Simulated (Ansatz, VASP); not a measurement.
# H15C8S2N3O4F2: VASP beside Ansatz

Wanted: the spread between two codes on one cell, functional and k mesh. The cell is taken from a series of runs on this material, whose earlier steps may have relaxed, scaled, displaced or heated it; both programs get it as it stands.

Main program and level: Ansatz 0.2.0; plane waves, with VASP 6.6.1 beside it; single point at PBE with D3(BJ).

**1. The starting structure**

The cell holds 170 atoms: 40 C, 15 N, 75 H, 10 S, 20 O and 10 F. Its edges and angles: a = 12.514 Å, b = 12.514 Å, c = 12.514 Å, α = 90.0°, β = 90.0°, γ = 90.0°.

**2. VASP: single point, PBE with D3(BJ)**

With cell and atoms fixed, the geometry can't cause a difference; cores, projectors, grids and the points listed under the comparison can.

Lines of VASP's logs that name or quote its potential files are left out, and so is its time.

File INCAR:

```
SYSTEM = H15C8S2N3O4F2
PREC = Accurate
ENCUT = 600
EDIFF = 1E-06
NELM = 120
ISMEAR = 0
SIGMA = 0.01
LREAL = Auto
ALGO = Normal
GGA = PE
IVDW = 12
NBANDS = 399
LORBIT = 11
LWAVE = .FALSE.
LCHARG = .FALSE.
ISIF = 2
LASPH = .TRUE.
GGA_COMPAT = .FALSE.
EFERMI = MIDGAP
```

File POSCAR:

```
H15C8S2N3O4F2
1.0
   12.5138900000      0.0000000000      0.0000000000
    0.0000000000     12.5138900000      0.0000000000
    0.0000000000      0.0000000000     12.5138900000
C N H S O F
40 15 75 10 20 10
Direct
    0.2559400000      0.0643800000      0.2200100000
    0.2096900000      0.1420700000      0.3021100000
    0.1602400000      0.2431500000      0.2540200000
    0.0644600000      0.2180100000      0.1830000000
    0.0661500000      0.3854600000      0.0682400000
    0.9921900000      0.4613900000      0.0414900000
    0.7993200000      0.4968700000      0.0903900000
    0.9142600000      0.3456500000      0.1508500000
    0.3733300000      0.8230100000      0.9997200000
    0.4592000000      0.8282500000      0.0861900000
    0.5575100000      0.7605600000      0.0612200000
    0.6456600000      0.7709200000      0.1449800000
    0.6020900000      0.7869900000      0.3422200000
    0.5868300000      0.7166000000      0.4241900000
    0.5859600000      0.5162100000      0.4425700000
    0.6190100000      0.6206700000      0.2749700000
    0.2161900000      0.7514100000      0.2569100000
    0.1016500000      0.7912200000      0.2439400000
    0.0202800000      0.7026700000      0.2644700000
    0.9042200000      0.7370500000      0.2500300000
    0.8548700000      0.9260400000      0.3033200000
    0.8284100000      0.9753400000      0.3970300000
    0.8047100000      0.9169900000      0.5886600000
    0.8536300000      0.8030000000      0.4320000000
    0.5465400000      0.2208800000      0.2839700000
    0.5996400000      0.1210600000      0.2377500000
    0.6318100000      0.1295100000      0.1198600000
    0.5346700000      0.1433000000      0.0476500000
    0.5875100000      0.0367000000      0.8833400000
    0.5944200000      0.0583300000      0.7766900000
[... 134 atom lines left out ...]
    0.5669200000      0.6467200000      0.7045500000
    0.8705100000      0.4748600000      0.7609700000
    0.9795800000      0.2005300000      0.4494000000
    0.9439900000      0.5553700000      0.5179800000
    0.3654900000      0.5490700000      0.0803800000
    0.3445900000      0.5859000000      0.8259600000
```

File KPOINTS:

```
Automatic mesh
0
Gamma
1 1 1
0 0 0
```

Potentials, in the order of the species: C, N, H, S, O and F (PBE family, release 64).

The run is started by

```console
> export OMP_NUM_THREADS=3
> mpirun -np 1 vasp_gam
```

Numbers of over 12 decimals in the logs are rounded to 6 here.

The program printed:

```text
[banner, memory and clock lines left out]
running    1 mpi-ranks, on    1 nodes
[...]
Offloading initialized ...    1 GPUs detected
[...]
LDA part: xc-table for (Slater+PW92), standard interpolation
 POSCAR, INCAR and KPOINTS ok, starting setup
[...]
entering main loop
       N       E                     dE             d eps       ncg     rms          rms(c)
DAV:   1     0.497281161758E+04    0.49728E+04   -0.32750E+05   814   0.147E+03
DAV:   2    -0.529274134253E+03   -0.55021E+04   -0.52338E+04   997   0.337E+02
DAV:   3    -0.106382559325E+04   -0.53455E+03   -0.52987E+03   972   0.110E+02
DAV:   4    -0.107646811688E+04   -0.12643E+02   -0.12556E+02  1012   0.184E+01
[...]
DAV:  17    -0.977578215016E+03    0.18403E-04   -0.27730E-05   948   0.135E-02    0.150E-02
DAV:  18    -0.977578206660E+03    0.83556E-05   -0.11050E-05   956   0.117E-02    0.394E-03
DAV:  19    -0.977578205845E+03    0.81502E-06   -0.87624E-06   956   0.603E-03
   1 F= -.98785398E+03 E0= -.98785398E+03  d E =0.000000E+00
```

OUTCAR, selected parts (step 2):

```text
  FREE ENERGIE OF THE ION-ELECTRON SYSTEM (eV)
  ---------------------------------------------------
  free  energy   TOTEN  =      -987.8539755207 eV

  energy  without entropy=     -987.8539755207  energy(sigma->0) =     -987.85397552
```

The run ends at a pressure of -0.87 GPa, with forces up to 2.7 eV/Å.

**3. Ansatz: single point, PBE with D3(BJ)**

Ansatz runs on its default PAW (the set named soft_2) files.

The same cell, functional and mesh now go to Ansatz, which takes its cutoff from its data sets.

File input.yaml:

```yaml
crystal:
  lattice:
    - [12.51389, 0.0, 0.0]
    - [0.0, 12.51389, 0.0]
    - [0.0, 0.0, 12.51389]
  atoms:
    - { symbol: C, position: [0.25594, 0.06438, 0.22001] }
    - { symbol: C, position: [0.20969, 0.14207, 0.30211] }
    - { symbol: C, position: [0.16024, 0.24315, 0.25402] }
    - { symbol: C, position: [0.06446, 0.21801, 0.183] }
    - { symbol: "N", position: [0.01623, 0.31417, 0.13617] }
    - { symbol: C, position: [0.06615, 0.38546, 0.06824] }
    - { symbol: C, position: [0.99219, 0.46139, 0.04149] }
    - { symbol: "N", position: [0.89803, 0.43518, 0.09314] }
    - { symbol: C, position: [0.79932, 0.49687, 0.09039] }
    - { symbol: C, position: [0.91426, 0.34565, 0.15085] }
    - { symbol: H, position: [0.19382, 0.02786, 0.16995] }
    - { symbol: H, position: [0.29901, 0.99938, 0.25988] }
    - { symbol: H, position: [0.3122, 0.10536, 0.16645] }
    - { symbol: H, position: [0.15064, 0.10057, 0.35223] }
    - { symbol: H, position: [0.27396, 0.16658, 0.3568] }
    - { symbol: H, position: [0.22085, 0.28586, 0.20697] }
    - { symbol: H, position: [0.13414, 0.29705, 0.31806] }
    - { symbol: H, position: [0.00131, 0.17793, 0.22863] }
    - { symbol: H, position: [0.0859, 0.16497, 0.11664] }
    - { symbol: H, position: [0.14907, 0.37709, 0.04483] }
    - { symbol: H, position: [0.99756, 0.53179, 0.9914] }
    - { symbol: H, position: [0.80762, 0.55953, 0.03007] }
    - { symbol: H, position: [0.73252, 0.44532, 0.0676] }
    - { symbol: H, position: [0.78384, 0.53241, 0.16947] }
    - { symbol: H, position: [0.85697, 0.30726, 0.2031] }
    - { symbol: C, position: [0.37333, 0.82301, 0.99972] }
    - { symbol: C, position: [0.4592, 0.82825, 0.08619] }
    - { symbol: C, position: [0.55751, 0.76056, 0.06122] }
    - { symbol: C, position: [0.64566, 0.77092, 0.14498] }
    - { symbol: "N", position: [0.61757, 0.72868, 0.24963] }
    - { symbol: C, position: [0.60209, 0.78699, 0.34222] }
    - { symbol: C, position: [0.58683, 0.7166, 0.42419] }
    - { symbol: "N", position: [0.59162, 0.61475, 0.3823] }
    - { symbol: C, position: [0.58596, 0.51621, 0.44257] }
    - { symbol: C, position: [0.61901, 0.62067, 0.27497] }
    - { symbol: H, position: [0.30333, 0.87161, 0.02053] }
    - { symbol: H, position: [0.34571, 0.74067, 0.98766] }
    - { symbol: H, position: [0.40387, 0.85159, 0.92242] }
    - { symbol: H, position: [0.42544, 0.80272, 0.16324] }
    - { symbol: H, position: [0.4846, 0.91189, 0.09827] }
    - { symbol: H, position: [0.53456, 0.6761, 0.05303] }
    - { symbol: H, position: [0.59232, 0.78294, 0.98364] }
    - { symbol: H, position: [0.71789, 0.72953, 0.11694] }
    - { symbol: H, position: [0.66718, 0.85521, 0.15608] }
    - { symbol: H, position: [0.60264, 0.87347, 0.34276] }
    - { symbol: H, position: [0.57136, 0.73135, 0.5079] }
    - { symbol: H, position: [0.52629, 0.46239, 0.4067] }
    - { symbol: H, position: [0.66397, 0.47593, 0.44301] }
    - { symbol: H, position: [0.56355, 0.5343, 0.52511] }
    - { symbol: H, position: [0.59559, 0.55896, 0.21841] }
    - { symbol: C, position: [0.21619, 0.75141, 0.25691] }
    - { symbol: C, position: [0.10165, 0.79122, 0.24394] }
    - { symbol: C, position: [0.02028, 0.70267, 0.26447] }
    - { symbol: C, position: [0.90422, 0.73705, 0.25003] }
    - { symbol: "N", position: [0.8717, 0.81924, 0.32616] }
    - { symbol: C, position: [0.85487, 0.92604, 0.30332] }
    - { symbol: C, position: [0.82841, 0.97534, 0.39703] }
    - { symbol: "N", position: [0.83071, 0.89914, 0.47654] }
    - { symbol: C, position: [0.80471, 0.91699, 0.58866] }
    - { symbol: C, position: [0.85363, 0.803, 0.432] }
    - { symbol: H, position: [0.22936, 0.72003, 0.3378] }
    - { symbol: H, position: [0.23451, 0.68772, 0.19928] }
    - { symbol: H, position: [0.27387, 0.81615, 0.24445] }
    - { symbol: H, position: [0.0875, 0.8576, 0.29996] }
    - { symbol: H, position: [0.08982, 0.82358, 0.16292] }
    - { symbol: H, position: [0.03158, 0.67089, 0.34562] }
    - { symbol: H, position: [0.03452, 0.63554, 0.20943] }
    - { symbol: H, position: [0.89193, 0.77002, 0.16979] }
    - { symbol: H, position: [0.84977, 0.66868, 0.26061] }
    - { symbol: H, position: [0.86375, 0.95752, 0.22323] }
    - { symbol: H, position: [0.80897, 0.0577, 0.41372] }
    - { symbol: H, position: [0.81644, 0.00176, 0.60625] }
    - { symbol: H, position: [0.7215, 0.89409, 0.60375] }
    - { symbol: H, position: [0.85687, 0.86863, 0.63941] }
    - { symbol: H, position: [0.86181, 0.72857, 0.47501] }
    - { symbol: C, position: [0.54654, 0.22088, 0.28397] }
    - { symbol: C, position: [0.59964, 0.12106, 0.23775] }
    - { symbol: C, position: [0.63181, 0.12951, 0.11986] }
    - { symbol: C, position: [0.53467, 0.1433, 0.04765] }
    - { symbol: "N", position: [0.55885, 0.13107, 0.9335] }
    - { symbol: C, position: [0.58751, 0.0367, 0.88334] }
    - { symbol: C, position: [0.59442, 0.05833, 0.77669] }
    - { symbol: "N", position: [0.57059, 0.16538, 0.76361] }
    - { symbol: C, position: [0.56723, 0.2225, 0.66172] }
    - { symbol: C, position: [0.54943, 0.20824, 0.8594] }
    - { symbol: H, position: [0.53007, 0.20967, 0.36943] }
    - { symbol: H, position: [0.47035, 0.23947, 0.24457] }
    - { symbol: H, position: [0.59861, 0.29097, 0.27557] }
    - { symbol: H, position: [0.67179, 0.10309, 0.28426] }
    - { symbol: H, position: [0.54595, 0.05195, 0.24782] }
    - { symbol: H, position: [0.68698, 0.19688, 0.10748] }
    - { symbol: H, position: [0.67542, 0.05704, 0.09618] }
    - { symbol: H, position: [0.47346, 0.08343, 0.0672] }
    - { symbol: H, position: [0.49792, 0.22198, 0.05767] }
    - { symbol: H, position: [0.60244, 0.96336, 0.9266] }
    - { symbol: H, position: [0.61117, 0.00651, 0.70958] }
    - { symbol: H, position: [0.54523, 0.3055, 0.67709] }
    - { symbol: H, position: [0.50728, 0.18401, 0.61096] }
    - { symbol: H, position: [0.64643, 0.21993, 0.62469] }
    - { symbol: H, position: [0.52879, 0.29118, 0.87465] }
    - { symbol: C, position: [0.25385, 0.10958, 0.93145] }
    - { symbol: C, position: [0.2131, 0.13784, 0.82019] }
    - { symbol: C, position: [0.10114, 0.18633, 0.82311] }
    - { symbol: C, position: [0.05314, 0.20583, 0.71274] }
    - { symbol: "N", position: [0.11667, 0.28235, 0.64997] }
    - { symbol: C, position: [0.19773, 0.2565, 0.57965] }
    - { symbol: C, position: [0.23878, 0.35079, 0.54302] }
    - { symbol: "N", position: [0.1824, 0.43222, 0.59174] }
    - { symbol: C, position: [0.20004, 0.54642, 0.57534] }
    - { symbol: C, position: [0.10871, 0.38904, 0.65628] }
    - { symbol: H, position: [0.19895, 0.05391, 0.97138] }
    - { symbol: H, position: [0.26211, 0.18111, 0.98174] }
    - { symbol: H, position: [0.33219, 0.07028, 0.92709] }
    - { symbol: H, position: [0.21232, 0.06572, 0.77009] }
    - { symbol: H, position: [0.26901, 0.19382, 0.78176] }
    - { symbol: H, position: [0.10181, 0.26186, 0.86817] }
    - { symbol: H, position: [0.04643, 0.13218, 0.86539] }
    - { symbol: H, position: [0.05033, 0.13185, 0.66581] }
    - { symbol: H, position: [0.97169, 0.23768, 0.71791] }
    - { symbol: H, position: [0.21846, 0.17408, 0.5628] }
    - { symbol: H, position: [0.30281, 0.36706, 0.4873] }
    - { symbol: H, position: [0.18699, 0.56601, 0.49115] }
    - { symbol: H, position: [0.28166, 0.56688, 0.59939] }
    - { symbol: H, position: [0.14326, 0.59175, 0.6237] }
    - { symbol: H, position: [0.05095, 0.43265, 0.7037] }
    - { symbol: "N", position: [0.32539, 0.86514, 0.54056] }
    - { symbol: S, position: [0.40702, 0.96128, 0.55014] }
    - { symbol: O, position: [0.51407, 0.92014, 0.56216] }
    - { symbol: O, position: [0.37446, 0.05149, 0.61487] }
    - { symbol: F, position: [0.40812, 0.0104, 0.42889] }
    - { symbol: S, position: [0.19996, 0.88285, 0.55806] }
    - { symbol: O, position: [0.15733, 0.98519, 0.52544] }
    - { symbol: O, position: [0.14552, 0.78645, 0.5269] }
    - { symbol: F, position: [0.19067, 0.88474, 0.68711] }
    - { symbol: "N", position: [0.99633, 0.91244, 0.96168] }
    - { symbol: S, position: [0.89126, 0.97868, 0.9809] }
    - { symbol: O, position: [0.91774, 0.07404, 0.04048] }
    - { symbol: O, position: [0.7971, 0.91878, 0.01198] }
    - { symbol: F, position: [0.86062, 0.02383, 0.8623] }
    - { symbol: S, position: [0.9901, 0.79484, 0.9095] }
    - { symbol: O, position: [0.95108, 0.71373, 0.9821] }
    - { symbol: O, position: [0.95619, 0.79255, 0.79965] }
    - { symbol: F, position: [0.11701, 0.77608, 0.9068] }
    - { symbol: "N", position: [0.71248, 0.58085, 0.82711] }
    - { symbol: S, position: [0.68807, 0.67527, 0.74477] }
    - { symbol: O, position: [0.74923, 0.67503, 0.64696] }
    - { symbol: O, position: [0.67474, 0.77325, 0.80366] }
    - { symbol: F, position: [0.56692, 0.64672, 0.70455] }
    - { symbol: S, position: [0.74156, 0.46503, 0.78351] }
    - { symbol: O, position: [0.73639, 0.38962, 0.87065] }
    - { symbol: O, position: [0.69739, 0.43582, 0.68115] }
    - { symbol: F, position: [0.87051, 0.47486, 0.76097] }
    - { symbol: "N", position: [0.89622, 0.37162, 0.51412] }
    - { symbol: S, position: [0.86437, 0.25748, 0.47387] }
    - { symbol: O, position: [0.81049, 0.25043, 0.37147] }
    - { symbol: O, position: [0.82263, 0.1961, 0.56214] }
    - { symbol: F, position: [0.97958, 0.20053, 0.4494] }
    - { symbol: S, position: [0.93141, 0.46194, 0.43047] }
    - { symbol: O, position: [0.03778, 0.4479, 0.38781] }
    - { symbol: O, position: [0.84754, 0.49832, 0.36021] }
    - { symbol: F, position: [0.94399, 0.55537, 0.51798] }
    - { symbol: "N", position: [0.44116, 0.44303, 0.92524] }
    - { symbol: S, position: [0.41922, 0.43512, 0.04991] }
    - { symbol: O, position: [0.52106, 0.4345, 0.10381] }
    - { symbol: O, position: [0.33972, 0.35759, 0.08205] }
    - { symbol: F, position: [0.36549, 0.54907, 0.08038] }
    - { symbol: S, position: [0.34819, 0.45763, 0.83934] }
    - { symbol: O, position: [0.38709, 0.41914, 0.73794] }
    - { symbol: O, position: [0.2411, 0.43043, 0.87312] }
    - { symbol: F, position: [0.34459, 0.5859, 0.82596] }
kpoints:
  mp_grid: { grid: [1, 1, 1] }
hamiltonian:
  xc: pbe
  dispersion: d3bj
scf:
  occupations: { method: fixed }
output:
  forces: true
  stress: true
  populations: intrinsic
  dos:
    method: { smearing: { sigma: 0.15 } }
    de: 0.1
    projected: { site_lists: { C: [C], F: [F], H: [H], "N": ["N"], O: [O] } }
  eigenvalues: true
```

The run is started by

```console
> ansatz run input.yaml --threads 4 --pin off --max-ram 8192MiB --backend cpu --events-out ev --progress --plain --runs-dir out
```

The program printed:

```text
Engine: ansatz 0.2.0, aarch64-unknown-linux-gnu
Pseudopotentials: kind: paw
Pseudopotential: C, paw, valence charge 4, recommended cutoff 420 eV (normal), C.paw.azcp
Pseudopotential: N, paw, valence charge 5, recommended cutoff 420 eV (normal), N.paw.azcp
Pseudopotential: H, paw, valence charge 1, recommended cutoff 420 eV (normal), H.paw.azcp
Pseudopotential: S, paw, valence charge 6, recommended cutoff 420 eV (normal), S.paw.azcp
Pseudopotential: O, paw, valence charge 6, recommended cutoff 420 eV (normal), O.paw.azcp
Pseudopotential: F, paw, valence charge 7, recommended cutoff 420 eV (normal), F.paw.azcp
Functional definition: PBE
  parameter kappa = 0.804
  parameter beta = 0.066725
  exchange = pbe_x(kappa = kappa, mu = beta*pi^2/3)
  correlation = pbe_c(beta = beta)
Crystal: 170 atoms, lattice volume = 1959.643 Å³
Basis set: ecut = 420 eV, 38401 PW (Γ), exchange–correlation on 180×180×180 points (8 copies of the dense FFT grid, shifted against one another)
Bands: 450, of which v1, the nominal top of the filled ones, is band 280 counted from 1 (279 counted from 0)
Symmetry: 1 space group operations
Space group: P1 (ITA 1), of the structure as read, at distance tolerance 1.3e-4 Å
k-points: 1
Non-local potential: C, projectors of the file, l = 0: 2, l = 1: 2, l = 2: 1
Non-local potential: N, projectors of the file, l = 0: 2, l = 1: 2, l = 2: 1
Non-local potential: H, projectors of the file, l = 0: 2, l = 1: 1
Non-local potential: S, projectors of the file, l = 0: 2, l = 1: 2, l = 2: 2
Non-local potential: O, projectors of the file, l = 0: 2, l = 1: 2, l = 2: 1
Non-local potential: F, projectors of the file, l = 0: 2, l = 1: 2, l = 2: 1
PAW form: soft (Blöchl's): semilocal exchange-correlation on the pseudo side does not see the compensation charge
PAW one-centre angular grid: C, 110 points (default); XC on 64 Gauss nodes
PAW one-centre angular grid: N, 110 points (default); XC on 64 Gauss nodes
PAW one-centre angular grid: H, 110 points (default); XC on 64 Gauss nodes
PAW one-centre angular grid: S, 110 points (default); XC on 64 Gauss nodes
PAW one-centre angular grid: O, 110 points (default); XC on 64 Gauss nodes
PAW one-centre angular grid: F, 110 points (default); XC on 64 Gauss nodes
Initial density: superposition of atomic densities (neutral atoms: chi_scale 0, normalization atom), corrected by the library's trained network
Initial wavefunctions: pseudopotential atomic-orbital guess
Functional: x = pbe(κ = 0.804, μ = 0.219515), c = pbe(β = 0.066725)
SCF iter   1: F=—  HF=-45444.417015 eV  |F-HF|=—  |Δ(HF+E_count)|=         —  Δρ=5.68e-3  dr2=1.22e0  ethr=1.77e-3  ⟨swp⟩=4.0  Hψ=1715  notcnv=0  defer=166
preconditioner: auto → Resta (q_TF=auto, 2.214 Å⁻¹)  ε∞=2.5  [insulator: Δε(μ)=3.602 eV  Ē_g=15.857 eV  n_scr=364 (ndim 8)  ℏωp=19.5 eV  f_vac=0.250  ε∞_Penn≈2.5]
SCF iter   2: F=—  HF=-45444.045292 eV  |F-HF|=—  |Δ(HF+E_count)|=   3.72e-1  Δρ=2.78e-3  dr2=2.81e-1  ethr=2.18e-4  ⟨swp⟩=3.0  Hψ=780  notcnv=0  defer=168
SCF iter   3: F=—  HF=-45443.992390 eV  |F-HF|=—  |Δ(HF+E_count)|=   5.29e-2  Δρ=1.61e-3  dr2=7.90e-2  ethr=5.01e-5  ⟨swp⟩=2.0  Hψ=548  notcnv=0  defer=168
SCF iter   4: F=—  HF=-45443.971125 eV  |F-HF|=—  |Δ(HF+E_count)|=   2.13e-2  Δρ=7.25e-4  dr2=1.25e-2  ethr=1.41e-5  ⟨swp⟩=2.0  Hψ=725  notcnv=0  defer=168
SCF iter   5: F=—  HF=-45443.968651 eV  |F-HF|=—  |Δ(HF+E_count)|=   2.47e-3  Δρ=3.46e-4  dr2=2.18e-3  ethr=2.22e-6  ⟨swp⟩=2.0  Hψ=559  notcnv=0  defer=168
SCF iter   6: F=—  HF=-45443.968533 eV  |F-HF|=—  |Δ(HF+E_count)|=   1.18e-4  Δρ=1.31e-4  dr2=3.39e-4  ethr=3.90e-7  ⟨swp⟩=2.0  Hψ=558  notcnv=0  defer=165
SCF iter   7: F=—  HF=-45443.968542 eV  |F-HF|=—  |Δ(HF+E_count)|=   9.32e-6  Δρ=4.06e-5  dr2=3.06e-5  ethr=6.05e-8  ⟨swp⟩=2.0  Hψ=550  notcnv=0  defer=164
SCF iter   8: F=—  HF=-45443.972148 eV  |F-HF|=—  |Δ(HF+E_count)|=   3.61e-3  Δρ=1.96e-5  dr2=6.80e-6  ethr=5.46e-9  ⟨swp⟩=2.0  Hψ=729  notcnv=0  defer=163
SCF iter   9: F=—  HF=-45443.972149 eV  |F-HF|=—  |Δ(HF+E_count)|=   7.06e-7  Δρ=6.32e-6  dr2=7.98e-7  ethr=1.21e-9  ⟨swp⟩=2.0  Hψ=567  notcnv=0  defer=163
SCF iter  10: F=—  HF=-45443.972149 eV  |F-HF|=—  |Δ(HF+E_count)|=   1.08e-7  Δρ=2.79e-6  dr2=1.65e-7  ethr=1.42e-10  ⟨swp⟩=2.0  Hψ=568  notcnv=0  defer=163
SCF iter  11: F=-45443.972149 eV  HF=-45443.972149 eV  |F-HF|=8.61e-9  |Δ(HF+E_count)|=   2.34e-8  Δρ=9.74e-7  dr2=2.02e-8  ethr=1.79e-11  ⟨swp⟩=16.0  Hψ=3052  notcnv=0
SCF 1 converged in 11 iterations: F = -45443.972149 eV  dr2 = 2.02e-8
  greatest PAW one-centre occupation: 0.936 electrons in one spin orbital (limit 2), on the F atom at site 169 (counted from 0), in its partial waves of l = 0
SCF converged after 11 iterations
Free energy (F): -45443.972149 eV
Harris-Foulkes:  -45443.972149 eV  (|F-HF|=8.61e-9)
Internal energy: -45443.972149 eV  (E = F + TS)
E sigma→0 (E₀):  -45443.972149 eV
Fermi energy:    -0.527647 eV
[...]
atom 167  S     -0.15264505     0.04675310    -0.11619554
  atom 168  O      0.01786418     0.01431090     0.03445512
  atom 169  O      0.06757731     0.00672161     0.02022453
  atom 170  F      0.03095230    -0.07271718     0.02956205
  max |Σ_I F_I| component: 6.35e-5 eV/Å
--- Stress (GPa, compression-positive) ---
       -0.390646       0.090546       0.074620
        0.090546      -0.492810      -0.026200
        0.074620      -0.026200      -0.539439
  P = ⅓ Tr σ = -0.4743 GPa (-4.743 kbar)
--- Band table (eV) ---
  k-point 0: bands = [... 276 lower, -0.8193, -0.7614, -0.7024, -0.5276, 2.6848, 3.5890, 3.9856, 4.1711, ... 166 higher]
--- intrinsic populations: 170 sites ---
  site symbol       q [e]
     0      C      4.5087
     1      C      4.3121
     2      C      4.3349
     3      C      4.2225
     4      N      4.9862
     5      C      4.1228
     6      C      4.1222
     7      N      4.9913
     8      C      4.4217
     9      C      3.9890
    10      H      0.8351
    11      H      0.8232
    12      H      0.8451
    13      H      0.8243
    14      H      0.8330
    15      H      0.8257
    16      H      0.8170
    17      H      0.8077
    18      H      0.8018
    19      H      0.7706
    20      H      0.7653
    21      H      0.7771
    22      H      0.7771
    23      H      0.8251
[...]
162      S      3.6641
   163      O      6.8854
   164      O      6.8681
   165      F      7.4931
   166      S      3.6587
   167      O      6.8810
   168      O      6.8779
   169      F      7.4868
  spilling = -0.000000 (of n_electrons = 560.000000)
```

The column dr2 measures how far the density is from self-consistency, as an energy; F and HF (Harris–Foulkes) agree once it is small.

(Continued in part 2 of 2.)

[Lines on the potential files, build, host, timing and source positions are cut from VASP's logs without a mark.]

[Logs are printed without paths, hosts, clocks, repeated set-up lines and the standing remarks that a program may print on its own settings, such as how far it seeks lower states.]

[Hosts, paths, dates, database ids (printed as entryN), source tags and the programs' standing remarks are cut or masked in the printed files.]
